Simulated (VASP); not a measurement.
A run of VASP 6.6.1 is set up as follows.

The input INCAR:

```
SYSTEM = CaC2
PREC = Accurate ; ENCUT = 520
EDIFF = 1E-7 ; ISMEAR = 0
SIGMA = 0.05 ; LREAL = .FALSE.
LASPH = .TRUE. ; NELM = 100
ALGO = Normal ; ISIF = 2
LWAVE = .FALSE. ; LCHARG = .TRUE.
GGA = CA ; LELF = .TRUE.
LVHAR = .TRUE. ; NBANDS = 16
```

The input KPOINTS:

```
Automatic mesh
0
G
  10 10 10
  0 0 0
```

File POSCAR:

```
CaC2
1.0
   -1.9342985994      1.9342985994      2.8819001182
    1.9342985994     -1.9342985994      2.8819001182
    1.9342985994      1.9342985994     -2.8819001182
Ca C
1 2
Direct
    0.0000000000      0.0000000000      0.0000000000
    0.5978927200      0.5978927200      0.0000000000
    0.4021072800      0.4021072800      0.0000000000
```

Potentials or basis: VASP PAW LDA potentials, release 64 (Ca_sv, C).

Command:

```sh
$ cat potpaw_LDA.64/Ca_sv/POTCAR potpaw_LDA.64/C/POTCAR > POTCAR
$ mpirun -np 1 vasp_std > vasp.out
```

Problem. Predict the pressure.

Solution. 25.4 GPa.

Problem. Estimate the band gap on the k mesh.

Solution. 1.37 eV, indirect (least direct gap 2.64 eV).

Problem. Estimate the largest force.

Solution. 13.290 eV/Å.

Forces on the atoms (eV/Å):
```
Ca    0.000   0.000   0.000
C     0.000   0.000  13.290
C     0.000   0.000 -13.290
```

Caveat: the standard files for N, O and F lose accuracy on very short bonds; so large a pressure means that the cell lies far from this level's equilibrium, or that cutoff or potentials fall short; forces of over 1 eV/Å show positions far from the minimum, so gaps and moduli don't describe the material at rest. A k mesh can miss the band edges.
